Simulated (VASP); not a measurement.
Output of a VASP run:

**OSZICAR**
```
       N       E                     dE             d eps       ncg     rms          rms(c)
DAV:   1    -0.151817008032E+03   -0.15182E+03   -0.41467E-06   570   0.477E-03    0.551E-03
RMM:   2    -0.151817007081E+03    0.95084E-06   -0.84318E-07   398   0.246E-03    0.223E-03
RMM:   3    -0.151817006903E+03    0.17789E-06   -0.55605E-08   238   0.497E-04    0.130E-03
RMM:   4    -0.151817006660E+03    0.24286E-06   -0.75502E-08   270   0.514E-04
   1 F= -.15181701E+03 E0= -.15181701E+03  d E =-.703134E-11
```

File OUTCAR:
```
------------------------ aborting loop because EDIFF is reached ----------------------------------------
  FORCE on cell =-STRESS in cart. coord.  units (eV):
  Direction    XX          YY          ZZ          XY          YZ          ZX
  --------------------------------------------------------------------------------------
  Total       -1.6508543     -1.6508543     -1.6508543     -0.0000000     -0.0000000      0.0000000
  in kB       -1.1370584     -1.1370584     -1.1370584     -0.0000000     -0.0000000      0.0000000
  external PRESSURE =      -1.1370584 kB  Pullay stress =       0.0000000 kB
  volume of cell :     2326.14
      direct lattice vectors                 reciprocal lattice vectors
    13.249887362  0.000000000  0.000000000     0.075472340  0.000000000  0.000000000
     0.000000000 13.249887362  0.000000000     0.000000000  0.075472340  0.000000000
     0.000000000  0.000000000 13.249887362     0.000000000  0.000000000  0.075472340
  FREE ENERGIE OF THE ION-ELECTRON SYSTEM (eV)
  ---------------------------------------------------
  free  energy   TOTEN  =      -151.8170066601 eV

  energy  without entropy=     -151.8170066601  energy(sigma->0) =     -151.81700666

 total charge

# of ion       s       p       d       tot
------------------------------------------
    1        0.453   0.285   9.532  10.269
    2        0.453   0.285   9.532  10.269
    3        0.453   0.285   9.532  10.269
    4        0.453   0.285   9.532  10.269
    5        0.453   0.285   9.532  10.269
    6        0.453   0.285   9.532  10.269
    7        0.453   0.285   9.532  10.269
    8        0.453   0.285   9.532  10.269
    9        0.453   0.285   9.532  10.269
   10        0.453   0.285   9.532  10.269
   11        0.453   0.285   9.532  10.269
   12        0.453   0.285   9.532  10.269
   13        0.453   0.285   9.532  10.269
   14        0.453   0.285   9.532  10.269
   15        0.453   0.285   9.532  10.269
   16        0.453   0.285   9.532  10.269
   17        0.453   0.285   9.532  10.269
   18        0.453   0.285   9.532  10.269
   19        0.453   0.285   9.532  10.269
   20        0.453   0.285   9.532  10.269
   21        0.453   0.285   9.532  10.269
   22        0.453   0.285   9.532  10.269
   23        0.453   0.285   9.532  10.269
   24        0.453   0.285   9.532  10.269
   25        0.453   0.285   9.532  10.269
   26        0.453   0.285   9.532  10.269
   27        0.453   0.285   9.532  10.269
   28        0.453   0.285   9.532  10.269
   29        0.453   0.285   9.532  10.269
   30        0.453   0.285   9.532  10.269
   31        0.453   0.285   9.532  10.269
   32        0.453   0.285   9.532  10.269
   33        1.346   2.047   0.017   3.410
   34        1.346   2.047   0.017   3.410
   35        1.346   2.047   0.017   3.410
   36        1.346   2.047   0.017   3.410
   37        1.346   2.047   0.017   3.410
   38        1.346   2.047   0.017   3.410
   39        1.346   2.047   0.017   3.410
   40        1.346   2.047   0.017   3.410
   41        1.346   2.047   0.017   3.410
   42        1.346   2.047   0.017   3.410
   43        1.346   2.047   0.017   3.410
   44        1.346   2.047   0.017   3.410
   45        1.346   2.047   0.017   3.410
   46        1.346   2.047   0.017   3.410
   47        1.346   2.047   0.017   3.410
   48        1.346   2.047   0.017   3.410
...
```
(Selected blocks of OUTCAR.)

### POSCAR
```
Cd32Te32
1
   13.2498873623     0.0000000000     0.0000000000
    0.0000000000    13.2498873623     0.0000000000
    0.0000000000     0.0000000000    13.2498873623
Cd Te
32 32
Direct
  0.5000000000   0.0000000000   0.0000000000
  0.7500000000   0.2500000000   0.0000000000
  0.7500000000   0.0000000000   0.2500000000
  0.0000000000   0.0000000000   0.0000000000
  0.2500000000   0.2500000000   0.0000000000
  0.5000000000   0.5000000000   0.0000000000
  0.7500000000   0.7500000000   0.0000000000
  0.2500000000   0.0000000000   0.2500000000
  0.5000000000   0.2500000000   0.2500000000
  0.7500000000   0.5000000000   0.2500000000
  0.5000000000   0.0000000000   0.5000000000
  0.7500000000   0.2500000000   0.5000000000
  0.7500000000   0.0000000000   0.7500000000
  0.0000000000   0.5000000000   0.0000000000
  0.2500000000   0.7500000000   0.0000000000
  0.0000000000   0.2500000000   0.2500000000
  0.2500000000   0.5000000000   0.2500000000
  0.5000000000   0.7500000000   0.2500000000
  0.0000000000   0.0000000000   0.5000000000
  0.2500000000   0.2500000000   0.5000000000
  0.5000000000   0.5000000000   0.5000000000
  0.7500000000   0.7500000000   0.5000000000
  0.2500000000   0.0000000000   0.7500000000
  0.5000000000   0.2500000000   0.7500000000
  0.7500000000   0.5000000000   0.7500000000
  0.0000000000   0.7500000000   0.2500000000
  0.0000000000   0.5000000000   0.5000000000
  0.2500000000   0.7500000000   0.5000000000
  0.0000000000   0.2500000000   0.7500000000
  0.2500000000   0.5000000000   0.7500000000
  0.5000000000   0.7500000000   0.7500000000
  0.0000000000   0.7500000000   0.7500000000
  0.6250000000   0.1250000000   0.1250000000
  0.8750000000   0.3750000000   0.1250000000
  0.8750000000   0.1250000000   0.3750000000
  0.1250000000   0.1250000000   0.1250000000
  0.3750000000   0.3750000000   0.1250000000
  0.6250000000   0.6250000000   0.1250000000
  0.8750000000   0.8750000000   0.1250000000
  0.3750000000   0.1250000000   0.3750000000
  0.6250000000   0.3750000000   0.3750000000
  0.8750000000   0.6250000000   0.3750000000
  0.6250000000   0.1250000000   0.6250000000
  0.8750000000   0.3750000000   0.6250000000
  0.8750000000   0.1250000000   0.8750000000
  0.1250000000   0.6250000000   0.1250000000
  0.3750000000   0.8750000000   0.1250000000
  0.1250000000   0.3750000000   0.3750000000
  0.3750000000   0.6250000000   0.3750000000
  0.6250000000   0.8750000000   0.3750000000
  0.1250000000   0.1250000000   0.6250000000
  0.3750000000   0.3750000000   0.6250000000
  0.6250000000   0.6250000000   0.6250000000
  0.8750000000   0.8750000000   0.6250000000
  0.3750000000   0.1250000000   0.8750000000
  0.6250000000   0.3750000000   0.8750000000
  0.8750000000   0.6250000000   0.8750000000
  0.1250000000   0.8750000000   0.3750000000
  0.1250000000   0.6250000000   0.6250000000
  0.3750000000   0.8750000000   0.6250000000
  0.1250000000   0.3750000000   0.8750000000
  0.3750000000   0.6250000000   0.8750000000
  0.6250000000   0.8750000000   0.8750000000
  0.1250000000   0.8750000000   0.8750000000
```

Problem. Reconstruct the remaining input files.

Solution. This is not unique; one that fits is the input of the run itself, PBE GGA, plane waves, VASP's PBE PAW potentials (set 64).

KPOINTS:
```
Automatic mesh
0
Gamma
1 1 1
0 0 0
```

### INCAR
```
EDIFF  =  1E-6   # SCF stop (eV)
SYSTEM  =  Cd32Te32
SIGMA  =  0.05
LCHARG  =  F
LMAXMIX  =  4
ISMEAR  =  0
LREAL  =  Auto
LORBIT  =  11   # lm-projected
GGA  =  PE
ALGO  =  Fast   # Davidson, then RMM-DIIS
ENCUT  =  400
PREC  =  Normal
LWAVE  =  F
NELMIN  =  4
NELM  =  100
LVHAR  =  T
LASPH  =  T   # aspherical one-centre terms
```

POTCAR, in this order: Cd Te (PBE.64 set). Program: vasp_gam. Read from the step before: WAVECAR.

The supercell is sampled at Γ alone, which is coarse: total energies, pressure and levels can be off, energies of defects by several tenths of an eV.

The cell is a supercell, built from CdTe (zinc blende).
